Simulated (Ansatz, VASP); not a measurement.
# Ti in two plane-wave programs

Wanted: the spread between two codes on one cell, functional and k mesh. The cell is taken from a series of runs on this material, whose earlier steps may have relaxed, scaled, displaced or heated it; both programs get it as it stands.

Calculated with Ansatz 0.2.0; plane waves, with VASP 6.6.1 beside it; PBEsol.

## 1. The structure

The structure is hexagonal, space group P6_3/mmc (No. 194). Conventional cell: a = 2.901 Å, b = 2.901 Å, c = 4.587 Å, α = 90.00°, β = 90.00°, γ = 120.00°. Nearest to Ti lie 12 Ti at 2.84 to 2.90 Å.

As a file:

```cif
data_structure
_symmetry_space_group_name_H-M 'P6_3/mmc'
_symmetry_Int_Tables_number 194
_cell_length_a 2.9006
_cell_length_b 2.9006
_cell_length_c 4.5870
_cell_angle_alpha 90.000
_cell_angle_beta 90.000
_cell_angle_gamma 120.000
_cell_volume 33.42
loop_
_atom_site_label
_atom_site_type_symbol
_atom_site_symmetry_multiplicity
_atom_site_Wyckoff_symbol
_atom_site_fract_x
_atom_site_fract_y
_atom_site_fract_z
_atom_site_occupancy
Ti1 Ti 2 c 0.66667 0.33333 0.75000 1
```

## 2. Ansatz: relaxation of cell and atoms, PBEsol, pair 1

Ansatz runs on its PAW soft_1 files.

The relaxed volume is the usual yardstick between codes: in a stiff, nearly cubic crystal its relative difference is about their pressure difference at one cell divided by the bulk modulus.

input.yaml

```yaml
crystal:
  lattice:
    - [2.9006138781, 0.0, 0.0]
    - [-1.450306939, 2.512005305, 0.0]
    - [0.0, 0.0, 4.586977056]
  atoms:
    - { symbol: Ti, position: [0.6666666667, 0.3333333333, 0.75] }
    - { symbol: Ti, position: [0.3333333333, 0.6666666667, 0.25] }
kpoints:
  mp_grid: { grid: [18, 18, 10] }
hamiltonian:
  xc: pbesol
  pseudopotentials: { kind: paw, azcp: { folder: soft_1 }, xc_functional: pbe }
scf:
  occupations: { method: methfessel_paxton, width: 0.2 }
output:
  forces: true
  stress: true
  eigenvalues: true
relax:
  adjacent_minimum: "off"
  f_tol: 0.001
  max_steps: 60
  cell: { stress_tol: 0.01 }
```

The run is started by

```
> ansatz run input.yaml --threads 4 --pin off --max-ram 16384MiB --backend cpu --events-out ev --progress --plain --runs-dir out
```

Numbers of over 12 decimals in the logs are rounded to 6 here.

The program printed:

```text
Engine: ansatz 0.2.0, aarch64-unknown-linux-gnu
Pseudopotentials: kind: paw
Pseudopotential: Ti, paw, valence charge 12, recommended cutoff 420 eV (normal), soft_1/Ti.paw.azcp
Functional definition: PBEsol
  exchange = pbesol_x
  correlation = pbesol_c
Crystal: 2 atoms, lattice volume = 33.422 Å³
Basis set: ecut = 420 eV, 627 PW (Γ), exchange–correlation on 40×40×64 points (8 copies of the dense FFT grid, shifted against one another)
Bands: 16, of which v1, the nominal top of the filled ones, is band 12 counted from 1 (11 counted from 0)
Symmetry: 24 space group operations
Space group: P63/mmc (ITA 194), of the structure as read, at distance tolerance 3.2e-5 Å
k-points: 222 of 3240
Non-local potential: Ti, projectors of the file, l = 0: 3, l = 1: 2, l = 2: 3, l = 3: 1
PAW form: soft (Blöchl's): semilocal exchange-correlation on the pseudo side does not see the compensation charge
PAW frozen core: Ti, regenerated for the run's functional, and the local potential with it (the file was generated under x = pbe(κ = 0.804, μ = 0.219515), c = pbe(β = 0.066725))
PAW one-centre angular grid: Ti, 590 points (default); XC on 64 Gauss nodes
Initial density: superposition of atomic densities (chi_scale 0.1, normalization cell)
Initial wavefunctions: pseudopotential atomic-orbital guess
Functional: x = pbesol(κ = 0.804, μ = 0.123457), c = pbesol(β = 0.046)
SCF iter   1: F=—  HF=-4948.270440 eV  |F-HF|=—  |Δ(HF+E_count)|=         —  Δρ=6.44e-2  dr2=1.41e0  ethr=3.10e-3  ⟨swp⟩=3.0  Hψ=13227  notcnv=0
preconditioner: auto → none  [metal: Δε(μ)=0.012 eV  Ē_g=3.256 eV  σ=0.200 eV  W_gap=0.05  n_scr=8 (ndim 8)  ℏωp=18.2 eV  f_vac=0.000  D(μ)=1.56/eV (n_scr^D=22)  sad-step TF]
SCF iter   2: F=—  HF=-4947.917578 eV  |F-HF|=—  |Δ(HF+E_count)|=   3.53e-1  S|Δr|=    0.00e0  Δρ=3.22e-2  dr2=3.77e-1  ethr=3.10e-3  ⟨swp⟩=2.4  Hψ=7160  notcnv=0
SCF iter   3: F=—  HF=-4947.798264 eV  |F-HF|=—  |Δ(HF+E_count)|=   1.19e-1  S|Δr|=    0.00e0  Δρ=1.87e-3  dr2=5.60e-4  ethr=1.57e-3  ⟨swp⟩=2.4  Hψ=5808  notcnv=0
SCF iter   4: F=—  HF=-4947.798817 eV  |F-HF|=—  |Δ(HF+E_count)|=   5.53e-4  S|Δr|=    0.00e0  Δρ=2.02e-4  dr2=8.44e-6  ethr=2.33e-6  ⟨swp⟩=2.3  Hψ=6544  notcnv=0
SCF iter   5: F=—  HF=-4947.798827 eV  |F-HF|=—  |Δ(HF+E_count)|=   1.06e-5  S|Δr|=    0.00e0  Δρ=6.37e-5  dr2=8.69e-7  ethr=3.52e-8  ⟨swp⟩=2.0  Hψ=4456  notcnv=0
SCF iter   6: F=-4947.798827 eV  HF=-4947.798827 eV  |F-HF|=1.34e-8  |Δ(HF+E_count)|=   3.17e-7  S|Δr|=    0.00e0  Δρ=9.57e-6  dr2=1.80e-8  ethr=4.17e-10  ⟨swp⟩=5.1  Hψ=15178  notcnv=0
SCF 1 converged in 6 iterations: F = -4947.798827 eV  dr2 = 1.80e-8
  greatest PAW one-centre occupation: 0.999 electrons in one spin orbital (limit 2), on the Ti atom at site 1 (counted from 0), in its partial waves of l = 0
relax step   1: F+E_penalty+E_count = -4947.79882699 eV  Δ(F+E_penalty+E_count) = +0.000e0 eV  max|allowed force component| = 2.220e-16 eV/Å  Δτ_max = 0.0000 Å  P = +0.023 GPa  Ω = 33.422 Å³  (6 SCF iters, dr2 threshold 1.00e-7 eV, accepted)
[...]
relax step   2: F+E_penalty+E_count = -4947.79882657 eV  Δ(F+E_penalty+E_count) = +4.191e-7 eV  max|allowed force component| = 3.701e-17 eV/Å  Δτ_max = 0.0000 Å  P = -0.018 GPa  Ω = 33.434 Å³  energy of the carried Pulay correction = -2.087e-6 eV  (3 SCF iters, dr2 threshold 8.21e-9 eV, accepted)
[...]
relax step   3: F+E_penalty+E_count = -4947.79882780 eV  Δ(F+E_penalty+E_count) = -1.229e-6 eV  max|allowed force component| = 3.331e-16 eV/Å  Δτ_max = 0.0000 Å  P = +0.001 GPa  Ω = 33.428 Å³  energy of the carried Pulay correction = -1.149e-6 eV  (2 SCF iters, dr2 threshold 9.19e-10 eV, accepted)
[...]
relax step   4: F+E_penalty+E_count = -4947.79882893 eV  Δ(F+E_penalty+E_count) = -1.129e-6 eV  max|allowed force component| = 3.146e-16 eV/Å  Δτ_max = 0.0000 Å  P = +0.001 GPa  Ω = 33.428 Å³  stress off target by 1.61e-3 GPa  SCF on the basis re-selected at this cell (its energy is not comparable with the rows above)  (5 SCF iters)
basis re-selected at this cell: Δ(F+E_penalty+E_count) = -1.129e-6 eV, ΔP = -0.000 GPa vs the last step (what re-selecting the basis moved, of the pressure what is left beyond the Pulay correction that the steps carried, after the strain that the cell walked since its last selection, with what the two solves' SCF thresholds leave and, on support functions, any second-order correction that the steps lacked; it is no m [...]
SCF converged after 5 iterations
Stability not checked: this state was not tested for a lower state beside it, because cold or Methfessel-Paxton smearing, or corrected tetrahedra, fill the levels in a way that the test cannot read (fill_not_monotonic; see scf.lower_state_search)
Free energy (F): -4947.798829 eV
Harris-Foulkes:  -4947.798829 eV  (|F-HF|=0.00e0)
Internal energy: -4947.803781 eV  (E = F + TS)
E sigma→0 (E₀):  -4947.800067 eV
Entropy (-TS):   0.004952 eV (2.476 meV/atom)
Fermi energy:    13.786355 eV
--- Per-component energies (eV) ---
  E_band       = -302.217465
  E_kinetic    = 563.555570
  E_local      = -1704.317099  (includes V_loc(G=0)·N_el)
  E_nonlocal   = 123.827020
  E_hartree    = 676.415550
  E_xc         = -230.859587
  E_vxc        = -290.449220  (∫ρ·V_xc dr)
  E_paw        = -2034.756524  (= ΣΔE_a)
  E_vpaw       = -347.664653  (= ΣTr[D̂ρ^β])
  E_aug_tail   = -0.000162  (compensation charges beyond the density's cutoff)
  E_ewald      = -2341.947318
  E_core_change = 0.278769  (= ΣΔE_core)
  E_smearing   = 0.004952  (= −TS)
  E_closure    = 0.000000  (closes the sum)
  Σ components = -4947.798829   (vs F -4947.798829, Δ=0.00e0)
--- Forces (eV/Å), atoms counted from 1 ---
  atom   1  Ti     0.00000000     0.00000000     0.00000000
  atom   2  Ti    -0.00000000    -0.00000000    -0.00000000
  max |Σ_I F_I| component: 7.40e-17 eV/Å
--- Stress (GPa, compression-positive) ---
        0.001610       0.000000      -0.000000
        0.000000       0.001610       0.000000
        0.000000       0.000000       0.000102
  P = ⅓ Tr σ = 0.0011 GPa (0.011 kbar)
--- Band table (eV; the first three rows and the last of 222) ---
  k-point 0: bands = [... 8 lower, 7.5029, 10.9874, 14.5678, 14.5678, 14.6597, 14.7046, 15.1020, 15.1020]
  k-point 1: bands = [... 8 lower, 7.5907, 10.9522, 14.5018, 14.5214, 14.5214, 14.6546, 15.0515, 15.0515]
  k-point 2: bands = [... 8 lower, 7.8489, 10.8156, 14.1548, 14.4385, 14.4385, 14.5129, 14.9204, 14.9204]
  k-point 221: bands = [... 8 lower, 12.4678, 12.4678, 12.6337, 12.6337, 13.5777, 13.5777, 15.5224, 15.5224]
--- Relaxed structure (3 steps of the walk, 3 accepted, 1 SCFs on fresh bases) ---
  F+E_penalty+E_count = -4947.79882893 eV   max|allowed force component| = 3.146e-16 eV/Å   (the final SCF, on the basis selected at the relaxed cell)
  cell:  # Å, volume = 33.4282 Å³
    - [2.900364, -2.886519173913216e-11, 0]
    - [-1.450182, 2.511789, 0]
    - [0, 0, 4.588575]
  atoms:
    - { symbol: Ti, position: [0.666667, 0.333333, 0.750000] }
    - { symbol: Ti, position: [0.333333, 0.666667, 0.250000] }
```

Reading the cycles: dr2 is the Hartree energy of the density residual (eV), the measure of convergence; HF is the Harris–Foulkes estimate of the energy, which meets the free energy F at convergence.

## 3. VASP: relaxation of cell and atoms, PBEsol, pair 1

The same cell, functional, mesh and smearing now go to VASP, with its own data sets.

Lines of VASP's logs that name or quote its potential files are left out, and so is its time.

INCAR

```
SYSTEM = Ti
PREC = Accurate
ENCUT = 500
EDIFF = 1E-07
NELM = 120
ISMEAR = 1
SIGMA = 0.2
LREAL = .FALSE.
ALGO = Normal
GGA = PS
NBANDS = 18
LASPH = .TRUE.
LORBIT = 11
LWAVE = .FALSE.
LCHARG = .FALSE.
ISIF = 3
IBRION = 2
NSW = 80
EDIFFG = -0.005
GGA_COMPAT = .FALSE.
NELMIN = 4
KPAR = 2
```

POSCAR

```
Ti
1.0
    2.9006140000      0.0000000000      0.0000000000
   -1.4503070000      2.5120050000      0.0000000000
    0.0000000000      0.0000000000      4.5869770000
Ti
2
Direct
    0.6666666666      0.3333333332      0.7500000000
    0.3333333332      0.6666666666      0.2500000000
```

KPOINTS

```
Automatic mesh
0
Gamma
18 18 10
0 0 0
```

Potentials, in the order of the species: Ti_sv (PBE family, release 64).

The run is started by

```
> mpirun -np 2 vasp_std
```

The program printed:

```text
[banner, memory and clock lines left out]
running    2 mpi-ranks, on    1 nodes
 distrk:  each k-point on    1 cores,    2 groups
 distr:  one band on    1 cores,    1 groups

 POSCAR found type information on POSCAR Ti
 POSCAR found :  1 types and       2 ions
|                                                                             |
|               ----> ADVICE to this user running VASP <----                  |
|                                                                             |
|     You enforced a specific xc type in the INCAR file but a different       |
|     [... a line on the potential file left out ...]
|     I HOPE YOU KNOW WHAT YOU ARE DOING!                                     |
|                                                                             |

 LDA part: xc-table for (Slater+PW92), standard interpolation
 POSCAR, INCAR and KPOINTS ok, starting setup
 FFT: planning ... GRIDC
 FFT: planning ... GRID_SOFT
 FFT: planning ... GRID
 WAVECAR not read
 entering main loop
       N       E                     dE             d eps       ncg     rms          rms(c)
DAV:   1     0.255303949284E+03    0.25530E+03   -0.12961E+04  8008   0.164E+03
DAV:   2     0.107739818691E+02   -0.24453E+03   -0.24140E+03  8122   0.452E+02
DAV:   3    -0.177383849327E+02   -0.28512E+02   -0.28206E+02 14990   0.127E+02
DAV:   4    -0.188602809965E+02   -0.11219E+01   -0.11204E+01  9136   0.264E+01
DAV:   5    -0.189142940367E+02   -0.54013E-01   -0.54002E-01 12364   0.414E+00    0.129E+01
DAV:   6    -0.166825336659E+02    0.22318E+01   -0.79764E+00  9360   0.299E+01    0.321E+00
DAV:   7    -0.166574247127E+02    0.25109E-01   -0.88856E-01 12192   0.716E+00    0.211E+00
DAV:   8    -0.166863214635E+02   -0.28897E-01   -0.23595E-01  9326   0.590E+00    0.764E-01
DAV:   9    -0.166766115414E+02    0.97099E-02   -0.55722E-02  9476   0.250E+00    0.724E-02
DAV:  10    -0.166770108267E+02   -0.39929E-03   -0.31055E-03 11730   0.381E-01    0.984E-02
DAV:  11    -0.166770712572E+02   -0.60431E-04   -0.24660E-04  9458   0.123E-01    0.362E-02
DAV:  12    -0.166770635563E+02    0.77009E-05   -0.39168E-05  9962   0.555E-02    0.622E-03
DAV:  13    -0.166770636382E+02   -0.81808E-07   -0.13767E-06  9896   0.106E-02    0.458E-04
DAV:  14    -0.166770637302E+02   -0.92075E-07   -0.17915E-07  6894   0.290E-03
   1 F= -.16677064E+02 E0= -.16678708E+02  d E =-.166771E+02
 curvature:   0.00 expect dE= 0.000E+00 dE for cont linesearch  0.000E+00
 trial: gam= 0.00000 g(F)=  0.123E-45 g(S)=  0.239E-03 ort = 0.000E+00 (trialstep = 0.100E+01)
 search vector abs. value=  0.239E-03
 bond charge predicted
       N       E                     dE             d eps       ncg     rms          rms(c)
DAV:   1    -0.166829430542E+02   -0.58794E-02   -0.14279E-01 10618   0.469E+00    0.662E-01
DAV:   2    -0.166770419840E+02    0.59011E-02   -0.27585E-02 11328   0.178E+00    0.186E-01
DAV:   3    -0.166768090671E+02    0.23292E-03   -0.41165E-03 11224   0.380E-01    0.627E-02
DAV:   4    -0.166769510799E+02   -0.14201E-03   -0.72675E-04 10394   0.178E-01    0.245E-02
DAV:   5    -0.166770557754E+02   -0.10470E-03   -0.21467E-04 10396   0.908E-02    0.351E-02
DAV:   6    -0.166770917184E+02   -0.35943E-04   -0.81462E-05 11732   0.629E-02    0.102E-02
DAV:   7    -0.166770977868E+02   -0.60684E-05   -0.11050E-05 10652   0.217E-02    0.195E-03
DAV:   8    -0.166770988286E+02   -0.10418E-05   -0.17973E-06 11568   0.696E-03    0.844E-04
DAV:   9    -0.166770988661E+02   -0.37464E-07   -0.45702E-08  4544   0.208E-03
   2 F= -.16677099E+02 E0= -.16678729E+02  d E =-.351359E-04
 trial-energy change:   -0.000035  1 .order   -0.000030   -0.000239    0.000180
 step:   0.5899(harm=  0.5708)  dis= 0.00000  next Energy=   -16.677135 (dE=-0.716E-04)
 bond charge predicted
       N       E                     dE             d eps       ncg     rms          rms(c)
DAV:   1    -0.166781214765E+02   -0.10226E-02   -0.24029E-02 10614   0.193E+00    0.272E-01
DAV:   2    -0.166771334997E+02    0.98798E-03   -0.47016E-03 11360   0.730E-01    0.759E-02
DAV:   3    -0.166770931057E+02    0.40394E-04   -0.67461E-04 11128   0.155E-01    0.253E-02
DAV:   4    -0.166771150275E+02   -0.21922E-04   -0.12065E-04 10374   0.720E-02    0.102E-02
DAV:   5    -0.166771317715E+02   -0.16744E-04   -0.37351E-05 10318   0.377E-02    0.144E-02
DAV:   6    -0.166771360359E+02   -0.42644E-05   -0.13310E-05 11734   0.259E-02    0.430E-03
DAV:   7    -0.166771364797E+02   -0.44385E-06   -0.19040E-06 10336   0.920E-03    0.692E-04
DAV:   8    -0.166771364169E+02    0.62760E-07   -0.26820E-07  8590   0.275E-03
   3 F= -.16677136E+02 E0= -.16678772E+02  d E =-.726867E-04
 curvature:  -0.28 expect dE=-0.322E-06 dE for cont linesearch -0.951E-09
 trial: gam= 0.00848 g(F)=  0.676E-46 g(S)=  0.113E-05 ort =-0.893E-06 (trialstep = 0.918E+00)
 search vector abs. value=  0.113E-05
 reached required accuracy - stopping structural energy minimisation
```

From OUTCAR (step 3):

```text
ion  position               nearest neighbor table
   1  0.667  0.333  0.750-   2 2.84   2 2.84   2 2.84   2 2.84   2 2.84   2 2.84
   2  0.333  0.667  0.250-   1 2.84   1 2.84   1 2.84   1 2.84   1 2.84   1 2.84

  LATTYP: Found a hexagonal cell.
 ALAT       =     2.9006140000
 C/A-ratio  =     1.5813813903

 Subroutine GETGRP returns: Found 24 space group operations
 (whereof 12 operations were pure point group operations)

The static configuration has the point symmetry D_3d.
 The point group associated with its full space group is D_6h.

 Found    222 irreducible k-points:

   k-points           NKPTS =    222   k-points in BZ     NKDIM =    222   number of bands    NBANDS=     18

   dimension x,y,z NGX =    24 NGY =   24 NGZ =   36
   dimension x,y,z NGXF=    48 NGYF=   48 NGZF=   72

   ENCUT  =  500.0 eV  36.75 Ry    6.06 a.u.   5.29  5.29  8.36*2*pi/ulx,y,z

   NELECT =      24.0000    total number of electrons

 k-points in reciprocal lattice and weights: Automatic mesh
   0.00000000  0.00000000  0.00000000       0.000
   0.05555556  0.00000000  0.00000000       0.002
   0.11111111  0.00000000  0.00000000       0.002
   0.16666667  0.00000000  0.00000000       0.002
   0.22222222  0.00000000  0.00000000       0.002
   0.27777778  0.00000000  0.00000000       0.002
   0.33333333  0.00000000  0.00000000       0.002
   0.38888889  0.00000000  0.00000000       0.002
   0.44444444  0.00000000  0.00000000       0.002
[...]
0.33333333  0.27777778  0.50000000       0.004
   0.33333333  0.33333333  0.50000000       0.001

 average (electrostatic) potential at core
       1 -71.7758       2 -71.7758

 E-fermi :   8.6608

 k-point     1 :       0.0000    0.0000    0.0000
  band No.  band energies     occupation
    ...
      6     -23.8387      2.00000
      7     -23.8026      2.00000
      8     -23.8026      2.00000
      9       2.3411      2.00000
     10       5.8503      2.00000
     11       9.4399     -0.00000
     12       9.4399     -0.00000
     13       9.5587     -0.00000
     14       9.5766     -0.00000
     15       9.9740     -0.00000
    ...

 k-point     2 :       0.0556    0.0000    0.0000
  band No.  band energies     occupation
    ...
      6     -23.8421      2.00000
      7     -23.8196      2.00000
      8     -23.8047      2.00000
      9       2.4317      2.00000
     10       5.9227      2.00000
     11       9.2423     -0.00031
     12       9.3641     -0.00001
     13       9.5049     -0.00000
     14       9.7357     -0.00000
     15       9.9268     -0.00000
    ...

 k-point     3 :       0.1111    0.0000    0.0000
  band No.  band energies     occupation
    ...
      6     -23.8679      2.00000
      7     -23.8521      2.00000
      8     -23.8108      2.00000
      9       2.6984      2.00000
     10       6.1274      2.00000
     11       8.9163     -0.07011
     12       8.9402     -0.06376
     13       9.6966     -0.00000
     14       9.7720     -0.00000
     15       9.9712     -0.00000
    ...

  Total       -0.0022305     -0.0022305      0.0060777      0.0000000      0.0000000     -0.0000000
  in kB       -0.1071874     -0.1071873      0.2920641      0.0000000      0.0000000     -0.0000000
  external PRESSURE =       0.0258965 kB  Pullay stress =       0.0000000 kB

  energy-cutoff  :      500.00
  volume of cell :       33.34
      direct lattice vectors                 reciprocal lattice vectors
     2.898112961 -0.000000000  0.000000000     0.345052113  0.199215963  0.000000000
    -1.449056481  2.509839038  0.000000000     0.000000000  0.398431925 -0.000000000
    -0.000000000  0.000000000  4.583676352    -0.000000000 -0.000000000  0.218165491

 POSITION                                       TOTAL-FORCE (eV/Angst)
 -----------------------------------------------------------------------------------
      1.44906      0.83661      3.43776        -0.000000     -0.000000      0.000000
     -0.00000      1.67323      1.14592         0.000000      0.000000     -0.000000
 -----------------------------------------------------------------------------------
    total drift:                                0.000001      0.000001      0.000000

  FREE ENERGIE OF THE ION-ELECTRON SYSTEM (eV)
  ---------------------------------------------------
  free  energy   TOTEN  =       -16.6771364169 eV

  energy  without entropy=      -16.6820439206  energy(sigma->0) =      -16.67877225

 reached required accuracy - stopping structural energy minimisation

 total charge
# of ion       s       p       d       tot
------------------------------------------
    1        2.260   6.130   1.913  10.303
    2        2.260   6.130   1.913  10.303
--------------------------------------------------
tot          4.520  12.260   3.826  20.606

[... 3 further parts left out ...]
```

## 4. Comparison

Known differences besides the potentials themselves: the cutoff is 420 eV in Ansatz and 500 eV in VASP; Ansatz makes its cores anew for this functional, VASP keeps those of its PBE data sets; Ansatz adds a Pulay correction to the stress that steers its cell, VASP none. Total energies have different zeros and are not compared.

The two programs side by side:

| quantity | Ansatz | VASP | difference |
| --- | --- | --- | --- |
| volume (Å³) | 33.43 | 33.34 | +0.26 % |
| edge a after relaxation, in the typed setting (Å) | 2.900 | 2.898 | +0.08 % |
| edge c after relaxation, in the typed setting (Å) | 4.589 | 4.584 | +0.11 % |

(Part 1 of 2 ends here.)

[Lines on the potential files, build, host, timing and source positions are cut from VASP's logs without a mark.]

[Logs are printed without paths, hosts, clocks, repeated set-up lines and the standing remarks that a program may print on its own settings, such as how far it seeks lower states.]

[Hosts, paths, dates, database ids (printed as entryN), source tags and the programs' standing remarks are cut or masked in the printed files.]
